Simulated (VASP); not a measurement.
These are optB88-vdW, VASP's PBE PAW potentials (set 64) (plane waves; VASP) values and carry that method's errors.

Input for VASP

KPOINTS:
```
K-points
0
gamma
8 8 4
```

INCAR:
```
SYSTEM = GaN
PREC = Accurate
ENCUT = 520
EDIFF = 1E-7
NELM = 100
ALGO = Normal
LREAL = .FALSE.
LASPH = .TRUE.
ISMEAR = 0
SIGMA = 0.05
GGA = BO
PARAM1 = 0.1833333333
PARAM2 = 0.22
LUSE_VDW = .TRUE.
AGGAC = 0.0
LMAXMIX = 4
LWAVE = .FALSE.
LCHARG = .FALSE.
ISIF = 4
IBRION = 2
NSW = 30
EDIFFG = -0.01
```

**POSCAR**
```
GaN
1.0
  1.5899359934  -2.7538498828   0.0000000000
  1.5899359934   2.7538498828   0.0000000000
  0.0000000000   0.0000000000   5.1800425372
Ga N
2 2
direct
  0.6666670000   0.3333330000   0.5001405845
  0.3333330000   0.6666670000   0.0001405845
  0.6666670000   0.3333330000   0.8768594155
  0.3333330000   0.6666670000   0.3768594155
```

POTCAR, in this order: Ga_d N (PBE.64 set). Program: vasp_std.

What VASP printed:

**OUTCAR**
```
 ion  position               nearest neighbor table
   1  0.667  0.333  0.500-   4 1.94   4 1.94   4 1.94   3 1.95
   2  0.333  0.667  0.000-   3 1.94   3 1.94   3 1.94   4 1.95
   3  0.667  0.333  0.877-   2 1.94   2 1.94   2 1.94   1 1.95
   4  0.333  0.667  0.377-   1 1.94   1 1.94   1 1.94   2 1.95
  LATTYP: Found a hexagonal cell.
 ALAT       =     3.1798719534
 C/A-ratio  =     1.6290097882
 Subroutine PRICEL returns:
 Original cell was already a primitive cell.
 Subroutine GETGRP returns: Found 12 space group operations
The static configuration has the point symmetry C_3v.
 The point group associated with its full space group is C_6v.
The dynamic configuration has the point symmetry C_3v.
 Subroutine INISYM returns: Found 12 space group operations
 Subroutine IBZKPT returns following result:
 Found     30 irreducible k-points:

 Following reciprocal coordinates:
            Coordinates               Weight
  0.000000  0.000000  0.000000      1.000000
  0.125000  0.000000  0.000000      6.000000
  0.250000  0.000000  0.000000      6.000000
  0.375000 -0.000000  0.000000      6.000000
  0.500000  0.000000  0.000000      3.000000
...
```

OSZICAR:
```
       N       E                     dE             d eps       ncg     rms          rms(c)
DAV:   1     0.293685499090E+03    0.29369E+03   -0.18452E+04  1368   0.308E+03
DAV:   2     0.179493889467E+02   -0.27574E+03   -0.26677E+03  1472   0.528E+02
DAV:   3    -0.177943735051E+02   -0.35744E+02   -0.35485E+02  1500   0.157E+02
DAV:   4    -0.193054238476E+02   -0.15111E+01   -0.15080E+01  1830   0.343E+01
DAV:   5    -0.193282264484E+02   -0.22803E-01   -0.22784E-01  1526   0.375E+00    0.115E+01
DAV:   6    -0.147733004770E+02    0.45549E+01   -0.17092E+01  2336   0.588E+01    0.304E+00
DAV:   7    -0.149060331238E+02   -0.13273E+00   -0.19409E+00  1404   0.119E+01    0.269E+00
DAV:   8    -0.148946922287E+02    0.11341E-01   -0.28401E-01  2192   0.845E+00    0.812E-01
DAV:   9    -0.148740486786E+02    0.20644E-01   -0.11324E-01  2368   0.561E+00    0.354E-01
DAV:  10    -0.148749866648E+02   -0.93799E-03   -0.59257E-03  1514   0.815E-01    0.155E-01
DAV:  11    -0.148748127820E+02    0.17388E-03   -0.14111E-03  2046   0.746E-01    0.216E-02
DAV:  12    -0.148748233400E+02   -0.10558E-04   -0.18931E-04  1470   0.103E-01    0.119E-02
DAV:  13    -0.148748212272E+02    0.21128E-05   -0.19810E-05  1894   0.969E-02    0.218E-03
DAV:  14    -0.148748214845E+02   -0.25735E-06   -0.33118E-06  1902   0.274E-02    0.184E-03
DAV:  15    -0.148748215083E+02   -0.23777E-07   -0.32271E-07  1648   0.452E-03
   1 F= -.14874822E+02 E0= -.14874822E+02  d E =-.148748E+02
       N       E                     dE             d eps       ncg     rms          rms(c)
DAV:   1    -0.148750156710E+02   -0.19419E-03   -0.13238E-02  1412   0.933E-01    0.760E-02
DAV:   2    -0.148749454677E+02    0.70203E-04   -0.44599E-04  1870   0.296E-01    0.448E-02
DAV:   3    -0.148748926441E+02    0.52824E-04   -0.72559E-05  1762   0.133E-01    0.409E-03
DAV:   4    -0.148748948453E+02   -0.22012E-05   -0.23369E-05  1382   0.501E-02    0.224E-03
DAV:   5    -0.148748947801E+02    0.65233E-07   -0.78548E-07  1724   0.871E-03
   2 F= -.14874895E+02 E0= -.14874895E+02  d E =-.732718E-04
```

### OUTCAR
```
------------------------ aborting loop because EDIFF is reached ----------------------------------------
  FORCE on cell =-STRESS in cart. coord.  units (eV):
  Direction    XX          YY          ZZ          XY          YZ          ZX
  --------------------------------------------------------------------------------------
  Total        1.6155307      1.6155306      1.6413128      0.0000000      0.0000000      0.0000000
  in kB       57.0614195     57.0614178     57.9720569      0.0000000      0.0000000      0.0000000
  external PRESSURE =      57.3649648 kB  Pullay stress =       0.0000000 kB
  volume of cell :       45.36
      direct lattice vectors                 reciprocal lattice vectors
     1.589440374 -2.752991443 -0.000000000     0.314576129 -0.181620615  0.000000000
     1.589440374  2.752991443  0.000000000     0.314576129  0.181620615  0.000000000
     0.000000000  0.000000000  5.183273528     0.000000000 -0.000000000  0.192928271
  FREE ENERGIE OF THE ION-ELECTRON SYSTEM (eV)
  ---------------------------------------------------
  free  energy   TOTEN  =       -14.8748947801 eV

  energy  without entropy=      -14.8748947801  energy(sigma->0) =      -14.87489478

 reached required accuracy - stopping structural energy minimisation
```
(Selected blocks of OUTCAR.)

File CONTCAR:
```
GaN
   1.00000000000000
     1.5894403737030232   -2.7529914428302344   -0.0000000000000000
     1.5894403737030232    2.7529914428302344    0.0000000000000000
     0.0000000000000000    0.0000000000000000    5.1832735279947091
  Ga              N
     2     2
Direct
     0.6666669999999968    0.3333330000000032    0.5003008994775643
     0.3333330000000032    0.6666669999999968    0.0003008994775643
     0.6666669999999968    0.3333330000000032    0.8766991005224382
     0.3333330000000032    0.6666669999999968    0.3766991005224382
```

### OUTCAR
```
 val. band max:        5.2216485659   @ k =   0.0000   0.0000   0.0000

 cond. band min:       7.1911551043   @ k =   0.0000   0.0000   0.0000


 Fermi energy:         5.4243750118

 k-point     1 :       0.0000    0.0000    0.0000
  band No.  band energies     occupation
      1     -10.7506      2.00000
      2      -9.8800      2.00000
      3      -8.3647      2.00000
      4      -8.3484      2.00000
      5      -8.3484      2.00000
      6      -8.2872      2.00000
      7      -8.2872      2.00000
      8      -8.0979      2.00000
      9      -8.0979      2.00000
     10      -8.0002      2.00000
     11      -8.0002      2.00000
     12      -6.6969      2.00000
     13      -1.8461      2.00000
     14       4.1923      2.00000
     15       4.1924      2.00000
     16       5.1735      2.00000
     17       5.2216      2.00000
     18       5.2216      2.00000
     19       7.1912      0.00000
     20       9.5167      0.00000
     21      14.4500      0.00000
     22      15.1337      0.00000

 k-point     2 :       0.1250    0.0000    0.0000
  band No.  band energies     occupation
      1     -10.6016      2.00000
      2      -9.8444      2.00000
      3      -8.3475      2.00000
      4      -8.3270      2.00000
      5      -8.2976      2.00000
      6      -8.2673      2.00000
      7      -8.2572      2.00000
      8      -8.1107      2.00000
      9      -8.0987      2.00000
     10      -8.0242      2.00000
     11      -7.9968      2.00000
     12      -6.5863      2.00000
     13      -1.6259      2.00000
     14       3.1390      2.00000
     15       3.8831      2.00000
     16       4.0733      2.00000
     17       5.0183      2.00000
     18       5.0825      2.00000
     19       8.2211      0.00000
     20      10.3658      0.00000
     21      13.8876      0.00000
     22      14.4067      0.00000

 k-point     3 :       0.2500    0.0000    0.0000
  band No.  band energies     occupation
      1     -10.2583      2.00000
...
```

The compound is GaN in the wurtzite structure. This cell is one point of a volume scan, at 0.97 of the reference volume. Symmetry was kept, so distortions that lower it aren't found.
